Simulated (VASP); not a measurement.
Data:

```
KBr
1.0
    0.00000     3.36600     3.36600
    3.36600     0.00000     3.36600
    3.36600     3.36600     0.00000
K Br
1 1
Direct
  0.00000   0.00000   0.00000
  0.50000   0.50000   0.50000
```

These are PBE GGA, VASP's PBE PAW potentials (set 64) (plane waves; VASP 6.6.1) values and carry that method's errors. Run with 400 eV cut-off, 5×5×5 Γ-centred mesh, Gaussian smearing of 0.050 eV, potentials K_sv Br.

**Question.** Predict the energy per atom (σ→0), band gap (on the k-mesh) with the smallest direct gap where there is one.

**Answer.** 
- band gap (on the k-mesh): 4.28 eV
- smallest direct gap (on the k-mesh): 4.28 eV
- energy per atom (σ→0): -3.112 eV/atom

The compound is KBr in the rock salt structure. The cell was not relaxed at this level.
